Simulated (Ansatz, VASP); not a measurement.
# One calculation of CsRu, two programs

```
Cs Ru
1.0
     0.00000    3.76480    3.76480
     3.76480    0.00000    3.76480
     3.76480    3.76480    0.00000
Cs Ru
2 2
Cartesian
  0.0000 0.0000 0.0000
  1.8824 1.8824 1.8824
  5.6472 5.6472 5.6472
  3.7648 3.7648 3.7648
```

Alike in both runs: functional PBE; k mesh 4 × 4 × 4; occupations gaussian, width 0.1 eV; no spin polarisation.

Ansatz relaxed the structure, and its values are those at the end. VASP's run is a single point on that final structure, the one shown.

|  | VASP | Ansatz |
| --- | --- | --- |
| version | VASP 6.6.1 | Ansatz 0.2.0 |
| potentials or method | VASP PAW PBE potentials, release 64 (Cs_sv, Ru_pv) | scalar-relativistic, plane waves, PAW |
| plane-wave cutoff (eV) | 520 | 420 |
| valence electrons in the cell | 46 | 50 |

|  | VASP | Ansatz | Ansatz less VASP |
| --- | --- | --- | --- |
| gap on the k mesh at the Fermi level (eV) | none | none | - |
| pressure (GPa) | 0.5 | 0.0 | -0.54 |

A gap of «none» marks a metal or a gap that the smearing closes. With one functional, cell and mesh, what is left measures potentials, basis and numerics. The two sets of potentials don't hold the same shells in valence.

Caveats: the k mesh is coarse (spacing up to 0.36 Å⁻¹), so the values aren't converged. Spin-orbit coupling is left out, which matters for the levels of Cs.
